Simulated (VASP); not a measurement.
These are PBEsol GGA, VASP's PBE PAW potentials (set 64) (plane waves; VASP) values and carry that method's errors.

The input files of a VASP run:

KPOINTS:
```
Automatic mesh
0
Gamma
14 14 14
0 0 0
```

**INCAR**
```
SYSTEM = I
PREC = Accurate
ENCUT = 400
EDIFF = 1E-7
NELM = 100
ALGO = Normal
LREAL = .FALSE.
LASPH = .TRUE.
ISMEAR = -5
GGA = PS
LMAXMIX = 4
LWAVE = .FALSE.
LCHARG = .TRUE.
LORBIT = 11
NEDOS = 601
ISIF = 2
```

### POSCAR
```
I
1
   -2.0147538175     2.0147538175     2.0147538175
    2.0147538175    -2.0147538175     2.0147538175
    2.0147538175     2.0147538175    -2.0147538175
I
1
Direct
  1.0000000000   1.0000000000   1.0000000000
```

POTCAR, in this order: I (PBE.64 set). Program: vasp_std.

The resulting files:

OUTCAR:
```
 ion  position               nearest neighbor table
   1  0.000  0.000  0.000-
  LATTYP: Found a body centered cubic cell.
 ALAT       =     4.0295076350
 Subroutine PRICEL returns:
 Original cell was already a primitive cell.
 Subroutine GETGRP returns: Found 48 space group operations
The static configuration has the point symmetry O_h .
The dynamic configuration has the point symmetry O_h .
 Subroutine INISYM returns: Found 48 space group operations
 Subroutine IBZKPT returns following result:
 Found    104 irreducible k-points:

 Following reciprocal coordinates:
            Coordinates               Weight
  0.000000  0.000000  0.000000      1.000000
  0.071429  0.000000  0.000000     12.000000
  0.142857  0.000000  0.000000     12.000000
  0.214286  0.000000  0.000000     12.000000
  0.285714  0.000000  0.000000     12.000000
  0.357143  0.000000  0.000000     12.000000
  0.428571  0.000000  0.000000     12.000000
  0.500000  0.000000  0.000000      6.000000
  0.071429  0.071429  0.000000     24.000000
  0.142857  0.071429 -0.000000     48.000000
  0.214286  0.071429  0.000000     48.000000
  0.285714  0.071429  0.000000     48.000000
  0.357143  0.071429 -0.000000     48.000000
  0.428571  0.071429  0.000000     48.000000
  0.142857  0.142857  0.000000     24.000000
  0.214286  0.142857 -0.000000     48.000000
  0.285714  0.142857 -0.000000     48.000000
  0.357143  0.142857  0.000000     48.000000
  0.428571  0.142857  0.000000     24.000000
  0.214286  0.214286  0.000000     24.000000
  0.285714  0.214286  0.000000     48.000000
  0.357143  0.214286  0.000000     48.000000
  0.285714  0.285714  0.000000     24.000000
  0.357143  0.285714  0.000000     24.000000
  0.071429  0.071429  0.071429      8.000000
  0.142857  0.071429  0.071429     24.000000
  0.214286  0.071429  0.071429     24.000000
  0.285714  0.071429  0.071429     24.000000
  0.357143  0.071429  0.071429     24.000000
  0.428571  0.071429  0.071429     12.000000
 -0.071429  0.071429  0.071429      6.000000
  0.142857  0.142857  0.071429     24.000000
  0.214286  0.142857  0.071429     48.000000
  0.285714  0.142857  0.071429     48.000000
  0.357143  0.142857  0.071429     48.000000
 -0.142857  0.142857  0.071429     24.000000
  0.214286  0.214286  0.071429     24.000000
  0.285714  0.214286  0.071429     48.000000
  0.357143  0.214286  0.071429     24.000000
 -0.214286  0.214286  0.071429     24.000000
   k-points           NKPTS =    104   k-points in BZ     NKDIM =    104   number of bands    NBANDS=      7
   number of dos      NEDOS =    601   number of ions     NIONS =      1
   total plane-waves  NPLWV =  13824
   dimension x,y,z NGX =    24 NGY =   24 NGZ =   24
   dimension x,y,z NGXF=    48 NGYF=   48 NGZF=   48
   ions per type =               1
   PREC   = accura    normal or accurate (medium, high low for compatibility)
   ISTART =      0    job   : 0-new  1-cont  2-samecut
   ICHARG =      2    charge: 1-file 2-atom 10-const
   ISPIN  =      1    spin polarized calculation?
   LNONCOLLINEAR =      F non collinear calculations
   LSORBIT =      F    spin-orbit coupling
   INIWAV =      1    electr: 0-lowe 1-rand  2-diag
   ENCUT  =  400.0 eV  29.40 Ry    5.42 a.u.   5.69  5.69  5.69*2*pi/ulx,y,z
   NELM   =    100;   NELMIN=  2; NELMDL= -5     # of ELM steps
   EDIFF  = 0.1E-06   stopping-criterion for ELM
   LREAL  =      F    real-space projection
   NLSPLINE    = F    spline interpolate recip. space projectors
   LMAXMIX     =    4 max onsite mixed and CHGCAR
   VOSKOWN=      0    Vosko Wilk Nusair interpolation
...
```

File OSZICAR:
```
       N       E                     dE             d eps       ncg     rms          rms(c)
DAV:   1     0.178280561950E+02    0.17828E+02   -0.22671E+03  1477   0.574E+02
DAV:   2    -0.914469817261E+00   -0.18743E+02   -0.18548E+02  2016   0.886E+01
DAV:   3    -0.138389867306E+01   -0.46943E+00   -0.46414E+00  1897   0.165E+01
DAV:   4    -0.138606579680E+01   -0.21671E-02   -0.21723E-02  2387   0.135E+00
DAV:   5    -0.138607117410E+01   -0.53773E-05   -0.53861E-05  2107   0.427E-02    0.494E+00
DAV:   6    -0.138567826014E+01    0.39291E-03   -0.16961E-03  2149   0.278E-01    0.300E+00
DAV:   7    -0.138591174979E+01   -0.23349E-03   -0.30077E-03  1785   0.381E-01    0.935E-02
DAV:   8    -0.138589434067E+01    0.17409E-04   -0.13050E-04  1939   0.741E-02    0.164E-02
DAV:   9    -0.138589504208E+01   -0.70141E-06   -0.18028E-06  2268   0.128E-02    0.696E-03
DAV:  10    -0.138589472194E+01    0.32014E-06   -0.43763E-07  1946   0.396E-03    0.585E-03
DAV:  11    -0.138589477394E+01   -0.51994E-07   -0.51514E-08  1302   0.214E-03
   1 F= -.13858948E+01 E0= -.13858948E+01  d E =0.000000E+00
```

**OUTCAR**
```
------------------------ aborting loop because EDIFF is reached ----------------------------------------
  FORCE on cell =-STRESS in cart. coord.  units (eV):
  Direction    XX          YY          ZZ          XY          YZ          ZX
  --------------------------------------------------------------------------------------
  Total       -0.0255305     -0.0255305     -0.0255305     -0.0000000     -0.0000000      0.0000000
  in kB       -1.2503858     -1.2503858     -1.2503858     -0.0000000     -0.0000000      0.0000000
  external PRESSURE =      -1.2503858 kB  Pullay stress =       0.0000000 kB
  volume of cell :       32.71
      direct lattice vectors                 reciprocal lattice vectors
    -2.014753817  2.014753817  2.014753817     0.000000000  0.248169278  0.248169278
     2.014753817 -2.014753817  2.014753817     0.248169278  0.000000000  0.248169278
     2.014753817  2.014753817 -2.014753817     0.248169278  0.248169278  0.000000000
 POSITION                                       TOTAL-FORCE (eV/Angst)
 -----------------------------------------------------------------------------------
      0.00000      0.00000      0.00000         0.000000      0.000000      0.000000
 -----------------------------------------------------------------------------------
    total drift:                                0.000000      0.000000      0.000000
  FREE ENERGIE OF THE ION-ELECTRON SYSTEM (eV)
  ---------------------------------------------------
  free  energy   TOTEN  =        -1.3858947739 eV

  energy  without entropy=       -1.3858947739  energy(sigma->0) =       -1.38589477

 total charge

# of ion       s       p       d       tot
------------------------------------------
    1        1.548   2.575   0.029   4.152
```
(Selected blocks of OUTCAR.)

**OUTCAR**
```
 val. band max:        5.4161268151   @ k =   0.1429   0.0714   0.0714

 cond. band min:       5.3835991371   @ k =   0.4286   0.0714   0.0714


 Fermi energy:         5.3808176199

 k-point     1 :       0.0000    0.0000    0.0000
  band No.  band energies     occupation
      1      -8.6458      2.00000
      2       6.3953     -0.02686
      3       6.3953      0.00000
      4       6.3953      0.00000
      5      12.6633      0.00000
      6      15.1351      0.00000
      7      15.1351      0.00000

 k-point     2 :       0.0714    0.0000    0.0000
  band No.  band energies     occupation
      1      -8.5805      2.00000
      2       5.9353     -0.00001
      3       6.2650      0.00000
      4       6.3750      0.00000
      5      13.0286      0.00000
      6      14.7972      0.00000
      7      14.9475      0.00000

 k-point     3 :       0.1429    0.0000    0.0000
  band No.  band energies     occupation
      1      -8.3891      2.00000
      2       4.8566      2.01453
      3       5.9301     -0.02813
      4       6.3173      0.00000
      5      13.2466      0.00000
      6      14.1445      0.00000
      7      14.9416      0.00000

 k-point     4 :       0.2143    0.0000    0.0000
  band No.  band energies     occupation
      1      -8.0874      2.00000
      2       3.5740      2.00000
      3       5.5061      0.53094
      4       6.2316      0.00000
      5      12.5608      0.00000
      6      13.5040      0.00000
      7      15.7729      0.00000

 k-point     5 :       0.2857    0.0000    0.0000
  band No.  band energies     occupation
      1      -7.7076      2.00000
      2       2.3238      2.00000
      3       5.0951      2.03339
      4       6.1338      0.00000
      5      11.8359      0.00000
      6      12.9743      0.00000
      7      16.5684      0.00000

 k-point     6 :       0.3571    0.0000    0.0000
  band No.  band energies     occupation
      1      -7.3086      2.00000
...
```

For a metal the tetrahedron method with Blöchl corrections gives inexact stress and forces. Unless said otherwise, spin-orbit coupling is left out, though it shifts the bands of the heavy elements here.

The structure was generated: I was put into the bcc type (Im-3m), which need not be its known phase. It was relaxed first, which changed the volume by -7 %.
